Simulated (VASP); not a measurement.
Data:

```xyz
2
Lattice="0.0000 1.9531 1.9531 1.9531 0.0000 1.9531 1.9531 1.9531 0.0000" Properties=species:S:1:pos:R:3 pbc="T T T"
Li     0.0000     0.0000     0.0000
H      1.9531     1.9531     1.9531
```

Method: PBE GGA with D3 dispersion (Becke-Johnson damping), VASP's PBE PAW potentials (set 64) (plane waves; VASP). Numerical set-up: 520 eV cut-off, 12×12×12 Γ-centred mesh, Gaussian smearing of 0.050 eV, potentials Li_sv H.

Question: Estimate the energy per atom (σ→0), pressure, band gap (on the k-mesh) with the smallest direct gap where there is one.

Answer: 
- band gap (on the k-mesh) = 2.92 eV
- smallest direct gap (on the k-mesh) = 2.92 eV
- energy per atom (σ→0) = -3.238 eV/atom
- pressure = -1.13 GPa

Total energies compare only between runs with the same potentials, cut-off and functional.

The compound is LiH in the rock salt structure. This cell is one point of a volume scan, at 1.03 of the reference volume.
